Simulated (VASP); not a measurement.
Given:

```xyz
3
Lattice="3.0733 0.0000 0.0000 -1.5366 2.6615 0.0000 0.0000 0.0000 4.9097" Properties=species:S:1:pos:R:3 pbc="T T T"
N      0.0000     0.0000     0.0000
Ta     0.0000     1.7744     1.2666
Ta     1.5366     0.8872     3.6431
```

All values below come from r2SCAN meta-GGA with spin-orbit coupling, VASP's PBE PAW potentials (set 64) (plane waves; VASP 6.6.1). Run with 520 eV cut-off, 10×10×6 Γ-centred mesh, Gaussian smearing of 0.050 eV, potentials N Ta_pv.

Problem. What does the run give for the energy per atom (σ→0), band gap (over mesh and band path) with the smallest direct gap where there is one?

Solution. 
* **band gap (over mesh and band path)**: none (metal, semimetal or under 0.01 eV)
* **energy per atom (σ→0)**: -36.784 eV/atom

Total energies compare only between runs with the same potentials, cut-off and functional.

The structure was generated: Ta2N was put into the CdI2 type (P-3m1), which need not be its known phase. It was relaxed first, which changed the volume by +19 %.
